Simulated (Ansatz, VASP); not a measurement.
**ZnSe: VASP beside Ansatz**

One calculation is typed for both programs; each brings its own data sets. How far apart do they land? The cell is taken from a series of runs on this material, whose earlier steps may have relaxed, scaled, displaced or heated it; both programs get it as it stands.

Calculated with Ansatz 0.2.0; plane waves, with VASP 6.6.1 beside it; single point at HSE06.

## (1) The starting structure

Symmetry: F-43m, No. 216, cubic system. Conventional cell: a = 5.671 Å, b = 5.671 Å, c = 5.671 Å, α = 90.00°, β = 90.00°, γ = 90.00°. Nearest to Se lie 4 Zn at 2.46 Å. Nearest to Zn lie 4 Se at 2.46 Å. Farther neighbours and most contacts between anions are not listed.

Structure file:

```cif
data_structure
_symmetry_space_group_name_H-M 'P 1'
_symmetry_Int_Tables_number 1
_cell_length_a 4.0097
_cell_length_b 4.0097
_cell_length_c 4.0097
_cell_angle_alpha 60.000
_cell_angle_beta 60.000
_cell_angle_gamma 60.000
_cell_volume 45.59
loop_
_atom_site_label
_atom_site_type_symbol
_atom_site_fract_x
_atom_site_fract_y
_atom_site_fract_z
_atom_site_occupancy
Se1 Se 0.75000 0.75000 0.75000 1
Zn2 Zn 0.00000 0.00000 0.00000 1
```

## (2) VASP: single point, HSE06

A single point gives forces, pressure and levels at one fixed geometry, so differences don't come from the geometry; what else differs is listed under the comparison.

Lines of VASP's logs that name or quote its potential files are left out, and so is its time.

The run reads the wave functions of an earlier VASP run, which isn't shown here.

Contents of INCAR:

```
SYSTEM = ZnSe
PREC = Accurate
ENCUT = 400
EDIFF = 1E-06
NELM = 100
ISMEAR = -1
SIGMA = 0.02
LREAL = .FALSE.
ALGO = Normal
LHFCALC = .TRUE.
AEXX = 0.25
GGA = PE
HFSCREEN = 0.208
LASPH = .TRUE.
NBANDS = 15
PRECFOCK = Fast
LORBIT = 11
LWAVE = .FALSE.
LCHARG = .FALSE.
KPAR = 8
ISIF = 2
```

Contents of POSCAR:

```
ZnSe
1.0
    0.0000000000      2.8352978263      2.8352978263
    2.8352978263      0.0000000000      2.8352978263
    2.8352978263      2.8352978263      0.0000000000
Se Zn
1 1
Direct
    0.7500000000      0.7500000000      0.7500000000
    0.0000000000      0.0000000000      0.0000000000
```

Contents of KPOINTS:

```
Automatic mesh
0
Gamma
6 6 6
0 0 0
```

Potentials, in the order of the species: Se and Zn (PBE family, release 64).

On the command line:

```
$ mpirun -np 8 vasp_std
```

Numbers of over 12 decimals in the logs are rounded to 6 here.

Output:

```text
[banner, memory and clock lines left out]
running    8 mpi-ranks, on    1 nodes
 distrk:  each k-point on    1 cores,    8 groups
 distr:  one band on    1 cores,    1 groups

 POSCAR found type information on POSCAR SeZn
 POSCAR found :  2 types and       2 ions
|                                                                             |
|           W    W    AA    RRRRR   N    N  II  N    N   GGGG   !!!           |
|           W    W   A  A   R    R  NN   N  II  NN   N  G    G  !!!           |
|           W    W  A    A  R    R  N N  N  II  N N  N  G       !!!           |
|           W WW W  AAAAAA  RRRRR   N  N N  II  N  N N  G  GGG   !            |
|           WW  WW  A    A  R   R   N   NN  II  N   NN  G    G                |
|           W    W  A    A  R    R  N    N  II  N    N   GGGG   !!!           |
|                                                                             |
|     For optimal performance we recommend to set                             |
|       NCORE = 2 up to number-of-cores-per-socket                            |
|     NCORE specifies how many cores store one orbital (NPAR=cpu/NCORE).      |
|     This setting can greatly improve the performance of VASP for DFT.       |
|     The default, NCORE=1 might be grossly inefficient on modern             |
|     multi-core architectures or massively parallel machines. Do your        |
|     Unfortunately you need to use the default for GW and RPA                |
|     calculations (for HF NCORE is supported but not extensively tested      |
|     yet).                                                                   |
|                                                                             |

 LDA part: xc-table for (Slater+PW92), standard interpolation
 found WAVECAR, reading the header
 POSCAR, INCAR and KPOINTS ok, starting setup
 FFT: planning ... GRIDC
 FFT: planning ... GRID_SOFT
 FFT: planning ... GRID
 reading WAVECAR
 the WAVECAR file was read successfully
 initial charge from wavefunction
 entering main loop
       N       E                     dE             d eps       ncg     rms          rms(c)
DAV:   1    -0.744265621278E+01   -0.74427E+01   -0.66409E-01   649   0.239E+01    0.210E+00
DAV:   2    -0.742300704938E+01    0.19649E-01   -0.18059E-01   564   0.834E+00    0.110E+00
DAV:   3    -0.742320455326E+01   -0.19750E-03   -0.17332E-02   613   0.205E+00    0.696E-01
DAV:   4    -0.742288046406E+01    0.32409E-03   -0.13952E-03   543   0.440E-01    0.408E-01
DAV:   5    -0.742277063060E+01    0.10983E-03   -0.19446E-04   604   0.134E-01    0.234E-01
DAV:   6    -0.742274168397E+01    0.28947E-04   -0.38863E-05   543   0.601E-02    0.130E-01
DAV:   7    -0.742272923809E+01    0.12446E-04   -0.42045E-06   522   0.206E-02    0.717E-02
DAV:   8    -0.742272448734E+01    0.47507E-05   -0.16555E-06   494   0.101E-02    0.385E-02
DAV:   9    -0.742272277915E+01    0.17082E-05   -0.57896E-07   296   0.603E-03    0.207E-02
DAV:  10    -0.742272213630E+01    0.64285E-06   -0.26412E-07   240   0.422E-03
   1 F= -.74227221E+01 E0= -.74227221E+01  d E =-.920794E-12
```

Parts of OUTCAR (step 2):

```text
ion  position               nearest neighbor table
   1  0.750  0.750  0.750-   2 2.46   2 2.46   2 2.46   2 2.46
   2  0.000  0.000  0.000-   1 2.46   1 2.46   1 2.46   1 2.46

  LATTYP: Found a face centered cubic cell.
 ALAT       =     5.6705956526

 Subroutine GETGRP returns: Found 24 space group operations
 (whereof 24 operations were pure point group operations)

The static configuration has the point symmetry T_d .

 Found     16 irreducible k-points:

   k-points           NKPTS =     16   k-points in BZ     NKDIM =    216   number of bands    NBANDS=     15

   dimension x,y,z NGX =    28 NGY =   28 NGZ =   28
   dimension x,y,z NGXF=    56 NGYF=   56 NGZF=   56

   ENCUT  =  400.0 eV  29.40 Ry    5.42 a.u.   6.54  6.54  6.54*2*pi/ulx,y,z

   NELECT =      18.0000    total number of electrons

 k-points in reciprocal lattice and weights: Automatic mesh
   0.00000000  0.00000000  0.00000000       0.005
   0.16666667  0.00000000  0.00000000       0.037
   0.33333333  0.00000000  0.00000000       0.037
   0.50000000  0.00000000  0.00000000       0.019
   0.16666667  0.16666667  0.00000000       0.028
   0.33333333  0.16666667  0.00000000       0.111
   0.50000000  0.16666667  0.00000000       0.111
  -0.33333333  0.16666667  0.00000000       0.111
  -0.16666667  0.16666667  0.00000000       0.056
[...]
-0.33333333  0.33333333  0.16666667       0.111
  -0.33333333  0.50000000  0.16666667       0.056

  exchange ACFDT corr.  =         0.00000000  see jH, gK, PRB 81, 115126

 average (electrostatic) potential at core
       1 -52.2725       2 -29.5861

 E-fermi :   1.4168

 k-point     1 :       0.0000    0.0000    0.0000
  band No.  band energies     occupation
    ...
      5      -6.8909      2.00000
      6      -6.8909      2.00000
      7       0.9485      2.00000
      8       0.9485      2.00000
      9       0.9485      2.00000
     10       3.3449      0.00000
     11       7.8915      0.00000
     12       7.8915      0.00000
     13       7.8915      0.00000
     14      12.2342      0.00000
    ...

 k-point     2 :       0.1667    0.0000    0.0000
  band No.  band energies     occupation
    ...
      5      -6.8921      2.00000
      6      -6.8921      2.00000
      7      -0.9947      2.00000
      8       0.6856      2.00000
      9       0.6856      2.00000
     10       4.5905      0.00000
     11       7.9459      0.00000
     12       8.3189      0.00000
     13       8.3189      0.00000
     14      12.5728      0.00000
    ...

 k-point     3 :       0.3333    0.0000    0.0000
  band No.  band energies     occupation
    ...
      5      -6.8859      2.00000
      6      -6.8859      2.00000
      7      -3.4048      2.00000
      8       0.2352      2.00000
      9       0.2352      2.00000
     10       4.7421      0.00000
     11       8.5687      0.00000
     12       8.5687      0.00000
     13       9.7318      0.00000
     14      12.5782      0.00000
    ...

  Total        0.2162173      0.2162173      0.2162173      0.0000000     -0.0000000      0.0000000
  in kB        7.5993256      7.5993256      7.5993256      0.0000000     -0.0000000      0.0000000
  external PRESSURE =       7.5993256 kB  Pullay stress =       0.0000000 kB

  energy-cutoff  :      400.00
  volume of cell :       45.59
      direct lattice vectors                 reciprocal lattice vectors
     0.000000000  2.835297826  2.835297826    -0.176348317  0.176348317  0.176348317
     2.835297826  0.000000000  2.835297826     0.176348317 -0.176348317  0.176348317
     2.835297826  2.835297826  0.000000000     0.176348317  0.176348317 -0.176348317

 POSITION                                       TOTAL-FORCE (eV/Angst)
 -----------------------------------------------------------------------------------
      4.25295      4.25295      4.25295        -0.000000     -0.000000      0.000000
      0.00000      0.00000      0.00000         0.000000      0.000000     -0.000000
 -----------------------------------------------------------------------------------
    total drift:                               -0.000122     -0.000085     -0.000080

  FREE ENERGIE OF THE ION-ELECTRON SYSTEM (eV)
  ---------------------------------------------------
  free  energy   TOTEN  =        -7.4227221363 eV

  energy  without entropy=       -7.4227221363  energy(sigma->0) =       -7.42272214

 total charge
# of ion       s       p       d       tot
------------------------------------------
    1        1.443   2.495   0.027   3.966
    2        0.496   0.439   9.821  10.756
--------------------------------------------------
tot          1.939   2.934   9.848  14.721

[... 3 further parts left out ...]
```

The run ends at a pressure of 0.76 GPa.

[end of part 1 of 2]

[Lines on the potential files, build, host, timing and source positions are cut from VASP's logs without a mark.]

[Logs are printed without paths, hosts, clocks, repeated set-up lines and the standing remarks that a program may print on its own settings, such as how far it seeks lower states.]

[Hosts, paths, dates, database ids (printed as entryN), source tags and the programs' standing remarks are cut or masked in the printed files.]
